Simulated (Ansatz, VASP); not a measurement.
# Cross-check of AlCo3C between VASP and Ansatz, part 2 of 2

Wanted: the spread between two codes on one cell, functional and k mesh. The cell is taken from a series of runs on this material, whose earlier steps may have relaxed, scaled, displaced or heated it; both programs get it as it stands.

VASP 6.6.1 and Ansatz 0.2.0.

So far: Starting point; VASP: zone-centre phonons, PBEsol.

### 2. VASP: zone-centre phonons, PBEsol (continued)

Level of this step: PBEsol, no spin polarisation; plane waves and PAW (Al, Co, C) (VASP).

Numbers of over 12 decimals in the logs are rounded to 6 here.

Parts of OUTCAR (step 2):

```text
ion  position               nearest neighbor table
   1  0.000  0.000  0.000-   2 2.60   3 2.60   4 2.60   2 2.60   3 2.60   2 2.60   4 2.60   2 2.60
                             3 2.60   4 2.60   3 2.60   4 2.60
   2  0.000  0.500  0.500-   5 1.84   5 1.84   4 2.60   1 2.60   1 2.60   4 2.60   1 2.60   3 2.60
                             1 2.60   3 2.60   4 2.60   3 2.60   4 2.60   3 2.60
   3  0.500  0.000  0.500-   5 1.84   5 1.84   4 2.60   1 2.60   1 2.60   4 2.60   2 2.60   4 2.60
                             2 2.60   4 2.60   1 2.60   2 2.60   1 2.60   2 2.60
   4  0.500  0.500  0.000-   5 1.84   5 1.84   3 2.60   1 2.60   2 2.60   3 2.60   2 2.60   1 2.60
                             3 2.60   3 2.60   1 2.60   2 2.60   2 2.60   1 2.60
   5  0.500  0.500  0.500-   2 1.84   3 1.84   4 1.84   4 1.84   3 1.84   2 1.84

  LATTYP: Found a simple cubic cell.
 ALAT       =     3.6781870481

 Subroutine GETGRP returns: Found 48 space group operations
 (whereof 48 operations were pure point group operations)

The static configuration has the point symmetry O_h .

 Found     84 irreducible k-points:

   k-points           NKPTS =     84   k-points in BZ     NKDIM =     84   number of bands    NBANDS=     23

   dimension x,y,z NGX =    30 NGY =   30 NGZ =   30
   dimension x,y,z NGXF=    60 NGYF=   60 NGZF=   60

   ENCUT  =  600.0 eV  44.10 Ry    6.64 a.u.   7.35  7.35  7.35*2*pi/ulx,y,z

   NELECT =      34.0000    total number of electrons

 k-points in reciprocal lattice and weights: Automatic mesh
   0.00000000  0.00000000  0.00000000       0.001
   0.08333333  0.00000000  0.00000000       0.003
   0.16666667  0.00000000  0.00000000       0.003
   0.25000000  0.00000000  0.00000000       0.003
   0.33333333  0.00000000  0.00000000       0.003
   0.41666667  0.00000000  0.00000000       0.003
   0.50000000  0.00000000  0.00000000       0.002
   0.08333333  0.08333333  0.00000000       0.007
   0.16666667  0.08333333  0.00000000       0.014
[...]
0.33333333  0.33333333  0.25000000       0.014
[...]
POSITION                                       TOTAL-FORCE (eV/Angst)
 -----------------------------------------------------------------------------------
      0.00000      0.00000      0.00000         0.000000      0.000000      0.000000
      0.00000      1.83909      1.83909         0.000000      0.000000      0.000000
      1.83909      0.00000      1.83909         0.000000      0.000000      0.000000
      1.83909      1.83909      0.00000         0.000000      0.000000      0.000000
      1.83909      1.83909      1.83909         0.000000      0.000000      0.000000
 -----------------------------------------------------------------------------------
    total drift:                                0.000000      0.000000     -0.000000

 Eigenvectors and eigenvalues of the dynamical matrix
 ----------------------------------------------------

   1 f  =   20.561301 THz   129.190467 2PiTHz  685.851188 cm-1    85.034671 meV
             X         Y         Z           dx          dy          dz
      0.000000  0.000000  0.000000     0.027191    0.007878    0.000000
      0.000000  1.839094  1.839094     0.432643   -0.009363    0.000000
      1.839094  0.000000  1.839094    -0.032317    0.125341    0.000000
      1.839094  1.839094  0.000000    -0.032317   -0.009363   -0.000000
      1.839094  1.839094  1.839094    -0.855896   -0.247962   -0.000000

   2 f  =   20.561301 THz   129.190467 2PiTHz  685.851188 cm-1    85.034671 meV
             X         Y         Z           dx          dy          dz
      0.000000  0.000000  0.000000     0.000000   -0.000000   -0.028309
      0.000000  1.839094  1.839094     0.000000    0.000000    0.033646
      1.839094  0.000000  1.839094    -0.000000   -0.000000    0.033646
      1.839094  1.839094  0.000000    -0.000000    0.000000   -0.450434
      1.839094  1.839094  1.839094    -0.000000    0.000000    0.891091

   3 f  =   20.561301 THz   129.190467 2PiTHz  685.851188 cm-1    85.034671 meV
             X         Y         Z           dx          dy          dz
      0.000000  0.000000  0.000000    -0.007878    0.027191   -0.000000
      0.000000  1.839094  1.839094    -0.125341   -0.032317    0.000000
      1.839094  0.000000  1.839094     0.009363    0.432643    0.000000
      1.839094  1.839094  0.000000     0.009363   -0.032317    0.000000
      1.839094  1.839094  1.839094     0.247962   -0.855896    0.000000

   4 f  =    7.952938 THz    49.969783 2PiTHz  265.281457 cm-1    32.890694 meV
             X         Y         Z           dx          dy          dz
      0.000000  0.000000  0.000000    -0.861015   -0.289384   -0.002065
      0.000000  1.839094  1.839094     0.039216    0.093505    0.000667
      1.839094  0.000000  1.839094     0.278209    0.013180    0.000667
      1.839094  1.839094  0.000000     0.278209    0.093505    0.000094
      1.839094  1.839094  1.839094    -0.028540   -0.009592   -0.000068

   5 f  =    7.952938 THz    49.969783 2PiTHz  265.281457 cm-1    32.890694 meV
             X         Y         Z           dx          dy          dz
      0.000000  0.000000  0.000000    -0.289387    0.860948    0.010830
      0.000000  1.839094  1.839094     0.013180   -0.278188   -0.003499
      1.839094  0.000000  1.839094     0.093506   -0.039213   -0.003499
      1.839094  1.839094  0.000000     0.093506   -0.278188   -0.000493
      1.839094  1.839094  1.839094    -0.009592    0.028538    0.000359

   6 f  =    7.952938 THz    49.969783 2PiTHz  265.281457 cm-1    32.890694 meV
             X         Y         Z           dx          dy          dz
      0.000000  0.000000  0.000000     0.001493   -0.010923    0.908280
      0.000000  1.839094  1.839094    -0.000068    0.003529   -0.293482
      1.839094  0.000000  1.839094    -0.000482    0.000498   -0.293482
      1.839094  1.839094  0.000000    -0.000482    0.003529   -0.041369
      1.839094  1.839094  1.839094     0.000049   -0.000362    0.030107

   7 f  =    6.325126 THz    39.741936 2PiTHz  210.983480 cm-1    26.158606 meV
             X         Y         Z           dx          dy          dz
      0.000000  0.000000  0.000000     0.011319   -0.016263    0.220256
      0.000000  1.839094  1.839094    -0.037008   -0.027456    0.371832
      1.839094  0.000000  1.839094     0.019108    0.053176    0.371832
      1.839094  1.839094  0.000000     0.019108   -0.027456   -0.720160
      1.839094  1.839094  1.839094    -0.019790    0.028436   -0.385113

   8 f  =    6.325126 THz    39.741936 2PiTHz  210.983480 cm-1    26.158606 meV
             X         Y         Z           dx          dy          dz
      0.000000  0.000000  0.000000     0.059300    0.212670    0.012656
      0.000000  1.839094  1.839094    -0.193891    0.359025    0.021366
      1.839094  0.000000  1.839094     0.100109   -0.695357    0.021366
      1.839094  1.839094  0.000000     0.100109    0.359025   -0.041381
      1.839094  1.839094  1.839094    -0.103685   -0.371849   -0.022129

   9 f  =    6.325126 THz    39.741936 2PiTHz  210.983480 cm-1    26.158606 meV
             X         Y         Z           dx          dy          dz
      0.000000  0.000000  0.000000     0.212746   -0.058414   -0.015246
      0.000000  1.839094  1.839094    -0.695603   -0.098613   -0.025738
      1.839094  0.000000  1.839094     0.359153    0.190993   -0.025738
      1.839094  1.839094  0.000000     0.359153   -0.098613    0.049849
      1.839094  1.839094  1.839094    -0.371981    0.102136    0.026657

  10 f  =    5.655040 THz    35.531666 2PiTHz  188.631841 cm-1    23.387357 meV
             X         Y         Z           dx          dy          dz
      0.000000  0.000000  0.000000     0.000000   -0.000000    0.000000
      0.000000  1.839094  1.839094     0.000000   -0.587175    0.016498
      1.839094  0.000000  1.839094     0.393641    0.000000   -0.016498
      1.839094  1.839094  0.000000    -0.393641    0.587175   -0.000000
      1.839094  1.839094  1.839094     0.000000    0.000000   -0.000000

  11 f  =    5.655040 THz    35.531666 2PiTHz  188.631841 cm-1    23.387357 meV
             X         Y         Z           dx          dy          dz
      0.000000  0.000000  0.000000     0.000000    0.000000    0.000000
      0.000000  1.839094  1.839094    -0.000000    0.393701    0.051498
      1.839094  0.000000  1.839094     0.585105   -0.000000   -0.051498
      1.839094  1.839094  0.000000    -0.585105   -0.393701    0.000000
      1.839094  1.839094  1.839094    -0.000000   -0.000000    0.000000

  12 f  =    5.655040 THz    35.531666 2PiTHz  188.631841 cm-1    23.387357 meV
             X         Y         Z           dx          dy          dz
      0.000000  0.000000  0.000000     0.000000   -0.000000    0.000000
      0.000000  1.839094  1.839094    -0.000000   -0.015017    0.705036
      1.839094  0.000000  1.839094    -0.051949   -0.000000   -0.705036
      1.839094  1.839094  0.000000     0.051949    0.015017   -0.000000
      1.839094  1.839094  1.839094    -0.000000   -0.000000   -0.000000

  13 f/i=    0.004456 THz     0.027999 2PiTHz    0.148644 cm-1     0.018429 meV
             X         Y         Z           dx          dy          dz
      0.000000  0.000000  0.000000    -0.042852   -0.001722    0.351227
      0.000000  1.839094  1.839094    -0.063229   -0.002544    0.518971
      1.839094  0.000000  1.839094    -0.063319   -0.002540    0.518971
      1.839094  1.839094  0.000000    -0.063319   -0.002544    0.518234
      1.839094  1.839094  1.839094    -0.028541   -0.001147    0.233927

  14 f/i=    0.004456 THz     0.027999 2PiTHz    0.148644 cm-1     0.018429 meV
             X         Y         Z           dx          dy          dz
      0.000000  0.000000  0.000000    -0.013369   -0.353567   -0.003364
      0.000000  1.839094  1.839094    -0.019727   -0.522428   -0.004971
      1.839094  0.000000  1.839094    -0.019755   -0.521686   -0.004971
      1.839094  1.839094  0.000000    -0.019755   -0.522428   -0.004964
      1.839094  1.839094  1.839094    -0.008904   -0.235485   -0.002241

  15 f/i=    0.004456 THz     0.027999 2PiTHz    0.148644 cm-1     0.018429 meV
             X         Y         Z           dx          dy          dz
      0.000000  0.000000  0.000000     0.350977   -0.013678    0.042755
      0.000000  1.839094  1.839094     0.517864   -0.020211    0.063174
      1.839094  0.000000  1.839094     0.518601   -0.020182    0.063174
      1.839094  1.839094  0.000000     0.518601   -0.020211    0.063085
      1.839094  1.839094  1.839094     0.233760   -0.009110    0.028476

 ELASTIC MODULI CONTR FROM IONIC RELAXATION (kBar)
 Direction    XX          YY          ZZ          XY          YZ          ZX
 --------------------------------------------------------------------------------
 XX           0.0000      0.0000      0.0000      0.0000      0.0000      0.0000
 YY           0.0000      0.0000      0.0000      0.0000      0.0000      0.0000
 ZZ           0.0000      0.0000      0.0000      0.0000      0.0000      0.0000
 XY           0.0000      0.0000      0.0000      0.0000      0.0000      0.0000
 YZ           0.0000      0.0000      0.0000      0.0000      0.0000      0.0000
 ZX           0.0000      0.0000      0.0000      0.0000      0.0000      0.0000
 --------------------------------------------------------------------------------
```

This run has no spin polarisation, so a moment on Co, if there is one, isn't seen.

### 3. Ansatz: zone-centre phonons, PBEsol

Ansatz runs on its PAW soft_1 files.

The same cell, functional, mesh and smearing now go to Ansatz, which takes its cutoff from its data sets.

input.yaml reads:

```yaml
crystal:
  lattice:
    - [3.6781870481, 0.0, 0.0]
    - [0.0, 3.6781870481, 0.0]
    - [0.0, 0.0, 3.6781870481]
  atoms:
    - { symbol: Al, position: [0.0, 0.0, 0.0] }
    - { symbol: Co, position: [0.0, 0.5, 0.5] }
    - { symbol: Co, position: [0.5, 0.0, 0.5] }
    - { symbol: Co, position: [0.5, 0.5, 0.0] }
    - { symbol: C, position: [0.5, 0.5, 0.5] }
kpoints:
  mp_grid: { grid: [12, 12, 12] }
hamiltonian:
  xc: pbesol
  pseudopotentials: { kind: paw, azcp: { folder: soft_1 }, xc_functional: pbe }
scf:
  occupations: { method: methfessel_paxton, width: 0.2 }
output:
  eigenvalues: true
phonons:
  method: dfpt
```

Command:

```console
$ ansatz run input.yaml --threads 4 --pin off --max-ram 10240MiB --backend cpu --events-out ev --progress --plain --runs-dir out
```

The program printed:

```text
zone centre: on kpoints.mp_grid the ground state, and the responses unless they are solved on pairs of k-points, stand on 343 of the mesh's 1728 k-points, reduced under 8 symmetry operations, with k and −k counted as one. Each operation leaves every solved displacement unchanged or reverses it
Engine: ansatz 0.2.0, aarch64-unknown-linux-gnu
Pseudopotentials: kind: paw
Pseudopotential: Al, paw, valence charge 3, recommended cutoff 420 eV (normal), soft_1/Al.paw.azcp
Pseudopotential: Co, paw, valence charge 17, recommended cutoff 420 eV (normal), soft_1/Co.paw.azcp
Pseudopotential: C, paw, valence charge 4, recommended cutoff 420 eV (normal), soft_1/C.paw.azcp
Functional definition: PBEsol
  exchange = pbesol_x
  correlation = pbesol_c
Crystal: 5 atoms, lattice volume = 49.762 Å³
Basis set: ecut = 420 eV, 949 PW (Γ), exchange–correlation on 50×50×50 points (8 copies of the dense FFT grid, shifted against one another)
Bands: 35, of which v1, the nominal top of the filled ones, is band 29 counted from 1 (28 counted from 0)
Symmetry: 48 space group operations
k-points: 343 of 1728 (irreducible under 8 space group operations)
Non-local potential: Al, projectors of the file, l = 0: 2, l = 1: 2, l = 2: 1
Non-local potential: Co, projectors of the file, l = 0: 3, l = 1: 2, l = 2: 3, l = 3: 1
Non-local potential: C, projectors of the file, l = 0: 2, l = 1: 2, l = 2: 1
PAW form: soft (Blöchl's): semilocal exchange-correlation on the pseudo side does not see the compensation charge
PAW frozen core: Al, regenerated for the run's functional, and the local potential with it (the file was generated under x = pbe(κ = 0.804, μ = 0.219515), c = pbe(β = 0.066725))
PAW frozen core: Co, regenerated for the run's functional, and the local potential with it (the file was generated under x = pbe(κ = 0.804, μ = 0.219515), c = pbe(β = 0.066725))
PAW frozen core: C, regenerated for the run's functional, and the local potential with it (the file was generated under x = pbe(κ = 0.804, μ = 0.219515), c = pbe(β = 0.066725))
PAW one-centre angular grid: Al, 110 points (default); XC on 64 Gauss nodes
PAW one-centre angular grid: Co, 590 points (default); XC on 64 Gauss nodes
PAW one-centre angular grid: C, 110 points (default); XC on 64 Gauss nodes
Initial density: superposition of atomic densities (chi_scale 0.1, normalization cell, long waves kept (reshape's long-wave potential 0.01 eV rms))
Initial wavefunctions: pseudopotential atomic-orbital guess
Functional: x = pbesol(κ = 0.804, μ = 0.123457), c = pbesol(β = 0.046)
SCF iter   1: F=—  HF=-16052.314542 eV  |F-HF|=—  |Δ(HF+E_count)|=         —  Δρ=7.14e-2  dr2=2.52e0  ethr=3.10e-3  ⟨swp⟩=4.4  Hψ=38821  notcnv=0
preconditioner: auto → Kerker (q_TF=auto, 2.799 Å⁻¹)  [metal: Δε(μ)=0.051 eV  Ē_g=6.678 eV  σ=0.200 eV  W_gap=0.21  n_scr=18 (ndim 8)  ℏωp=30.7 eV  f_vac=0.000  D(μ)=1.66/eV (n_scr^D=18)]
SCF iter   2: F=—  HF=-16052.007435 eV  |F-HF|=—  |Δ(HF+E_count)|=   3.07e-1  S|Δr|=    0.00e0  Δρ=3.70e-2  dr2=1.13e0  ethr=3.10e-3  ⟨swp⟩=2.0  Hψ=16252  notcnv=0  defer=102
SCF iter   3: F=—  HF=-16051.700828 eV  |F-HF|=—  |Δ(HF+E_count)|=   3.07e-1  S|Δr|=    0.00e0  Δρ=1.11e-2  dr2=1.41e-1  ethr=1.94e-3  ⟨swp⟩=2.0  Hψ=19076  notcnv=0  defer=102
SCF iter   4: F=—  HF=-16051.665421 eV  |F-HF|=—  |Δ(HF+E_count)|=   3.54e-2  S|Δr|=    0.00e0  Δρ=7.88e-3  dr2=1.98e-2  ethr=2.44e-4  ⟨swp⟩=1.3  Hψ=14958  notcnv=0  defer=96
SCF iter   5: F=—  HF=-16051.661059 eV  |F-HF|=—  |Δ(HF+E_count)|=   4.36e-3  S|Δr|=    0.00e0  Δρ=2.10e-3  dr2=3.29e-3  ethr=3.42e-5  ⟨swp⟩=2.0  Hψ=16674  notcnv=0  defer=96
SCF iter   6: F=—  HF=-16051.659534 eV  |F-HF|=—  |Δ(HF+E_count)|=   1.52e-3  S|Δr|=    0.00e0  Δρ=3.83e-4  dr2=5.87e-5  ethr=5.67e-6  ⟨swp⟩=2.0  Hψ=17298  notcnv=0  defer=96
SCF iter   7: F=—  HF=-16051.659535 eV  |F-HF|=—  |Δ(HF+E_count)|=   1.02e-6  S|Δr|=    0.00e0  Δρ=2.61e-4  dr2=2.50e-5  ethr=1.01e-7  ⟨swp⟩=2.0  Hψ=22009  notcnv=0  defer=96
SCF iter   8: F=—  HF=-16051.659531 eV  |F-HF|=—  |Δ(HF+E_count)|=   4.26e-6  S|Δr|=    0.00e0  Δρ=3.47e-5  dr2=5.96e-7  ethr=4.30e-8  ⟨swp⟩=2.1  Hψ=13728  notcnv=0  defer=96
SCF iter   9: F=—  HF=-16051.659534 eV  |F-HF|=—  |Δ(HF+E_count)|=   2.44e-6  S|Δr|=    0.00e0  Δρ=8.38e-6  dr2=3.49e-8  ethr=1.03e-9  ⟨swp⟩=2.0  Hψ=15657  notcnv=0  defer=96
SCF iter  10: F=—  HF=-16051.659534 eV  |F-HF|=—  |Δ(HF+E_count)|=   8.47e-9  S|Δr|=    0.00e0  Δρ=1.64e-6  dr2=9.59e-10  ethr=6.03e-11  ⟨swp⟩=2.1  Hψ=15165  notcnv=0  defer=96
SCF iter  11: F=—  HF=-16051.659534 eV  |F-HF|=—  |Δ(HF+E_count)|=  2.56e-10  S|Δr|=    0.00e0  Δρ=2.71e-7  dr2=2.47e-11  ethr=1.65e-12  ⟨swp⟩=2.4  Hψ=18605  notcnv=0  defer=96
SCF iter  12: F=-16051.659534 eV  HF=-16051.659534 eV  |F-HF|=1.82e-12  |Δ(HF+E_count)|=  1.82e-12  S|Δr|=    0.00e0  Δρ=6.63e-8  dr2=1.38e-12  ethr=1.00e-12  ⟨swp⟩=7.2  Hψ=57281  notcnv=0
SCF 1 converged in 12 iterations: F = -16051.659534 eV  dr2 = 1.38e-12
  greatest PAW one-centre occupation: 1.001 electrons in one spin orbital (limit 2), on the Co atom at site 3 (counted from 0), in its partial waves of l = 1
DFPT response loops at Γ: preconditioner auto → Kerker (q_TF=auto, 2.799 Å⁻¹) (partly filled bands, converged f_vac=0.002); β = 1.00, the filter's whole step (`scf.mixing.beta` (0.50) is not read by the response loops under this deck's `scf.mixing.preconditioner`; to damp them name `kerker` or `kerker_dos`, under which they read `scf.mixing.beta`, and type it under 1.00, their step now; both keys bind the ground state too); Broyden in place of MSR1
SCF converged after 12 iterations
Stability not checked: this state was not tested for a lower state beside it, because cold or Methfessel-Paxton smearing, or corrected tetrahedra, fill the levels in a way that the test cannot read (fill_not_monotonic; see scf.lower_state_search)
Free energy (F): -16051.659534 eV
Harris-Foulkes:  -16051.659534 eV  (|F-HF|=1.82e-12)
Internal energy: -16051.672359 eV  (E = F + TS)
E sigma→0 (E₀):  -16051.662740 eV
Entropy (-TS):   0.012825 eV (2.565 meV/atom)
Fermi energy:    16.524290 eV
--- Per-component energies (eV) ---
  E_band       = -784.560766
  E_kinetic    = 1000.942146
  E_local      = -9939.129552  (includes V_loc(G=0)·N_el)
  E_nonlocal   = 1352.966683
  E_hartree    = 4471.412149
  E_xc         = -363.977097
  E_vxc        = -448.866900  (∫ρ·V_xc dr)
  E_paw        = -5180.074512  (= ΣΔE_a)
  E_vpaw       = -1693.297369  (= ΣTr[D̂ρ^β])
  E_aug_tail   = -0.000020  (compensation charges beyond the density's cutoff)
  E_ewald      = -7394.417654
  E_core_change = 0.605498  (= ΣΔE_core)
  E_smearing   = 0.012825  (= −TS)
  E_closure    = -0.000000  (closes the sum)
  Σ components = -16051.659534   (vs F -16051.659534, Δ=0.00e0)
--- Band table (eV; the first three rows and the last of 343) ---
  k-point 0: bands = [... 25 lower, 15.3824, 15.3824, 16.3738, 16.3738, 16.3738, 16.6726, 20.0134, 20.0134, ... 2 higher]
  k-point 1: bands = [... 25 lower, 15.3823, 15.3823, 16.3739, 16.4126, 16.4126, 16.6386, 19.7485, 20.0928, ... 2 higher]
  k-point 2: bands = [... 25 lower, 15.3789, 15.3789, 16.3741, 16.5315, 16.5315, 16.5379, 19.5920, 20.3121, ... 2 higher]
  k-point 342: bands = [... 25 lower, 14.4893, 15.8129, 15.8129, 16.4122, 16.4122, 16.4122, 18.5851, 18.5851, ... 2 higher]
--- Phonons (Γ-DFPT): 4 representative perturbations + reference, on 343 of 1728 k-points (Σ response iterations 12) ---
  k mesh reduced under 8 symmetry operations, with k and −k counted as one. Each operation leaves every solved displacement unchanged or reverses it
  ASR residual: 1.769e-5 → 0.000e0 eV/Å²; symmetrization residual: 9.280e-7 eV/Å²
  ASR residual per site (eV/Å²): 8.52e-7 1.21e-5 1.21e-5 1.21e-5 1.77e-5
  Γ frequencies (cm⁻¹): 0.00 0.00 0.00 189.02 189.02 189.02 212.09 212.09 212.09 264.51 264.51 264.51 663.51 663.51 663.51
  non-analytic LO–TO correction: not included (Born effective charges unavailable; polar crystals: no LO–TO splitting at Γ)
```

### 4. Side by side

Known differences besides the potentials themselves: the data sets hold 58 valence electrons in Ansatz (on its PAW soft_1 files) and 34 in VASP; the cutoff is 420 eV in Ansatz and 600 eV in VASP; Ansatz makes its cores anew for this functional, VASP keeps those of its PBE data sets. Total energies have different zeros and are not compared.

Both answers:

```tsv
quantity	Ansatz	VASP	difference
optical mode 1 to 3 (cm⁻¹)	189.0	188.6	+0.21 %
optical mode 4 to 6 (cm⁻¹)	212.1	211.0	+0.52 %
optical mode 7 to 9 (cm⁻¹)	264.5	265.3	-0.29 %
optical mode 10 to 12 (cm⁻¹)	663.5	685.9	-3.26 %
```

Modes are paired by rising frequency, not by their patterns, so a pair may set unlike modes beside each other; they are those without the splitting of longitudinal modes.

### 5. Results

| Quantity | Value |
| --- | --- |
| r.m.s. difference of the optical zone-centre modes, each program's sorted by frequency (zone-centre phonons, PBEsol) | 11 cm⁻¹ |
| difference in optical mode 10 to 12 (zone-centre phonons, PBEsol) | -3.3 % |

The r.m.s. difference of the optical zone-centre modes, each program's sorted by frequency is 11 cm⁻¹ (zone-centre phonons, PBEsol). The data sets hold unlike numbers of valence electrons (58 in Ansatz and 34 in VASP), so part of the differences comes from the potentials. Among the rows given in per cent, the largest difference of the zone-centre phonons, PBEsol pair is in optical mode 10 to 12, -3.3 %. Such differences can come from data sets, numerical settings and the points named under the comparisons, not from the functional's error against experiment.

[Lines on the potential files, build, host, timing and source positions are cut from VASP's logs without a mark.]

[Logs are printed without paths, hosts, clocks, repeated set-up lines and the standing remarks that a program may print on its own settings, such as how far it seeks lower states.]

[Hosts, paths, dates, database ids (printed as entryN), source tags and the programs' standing remarks are cut or masked in the printed files.]
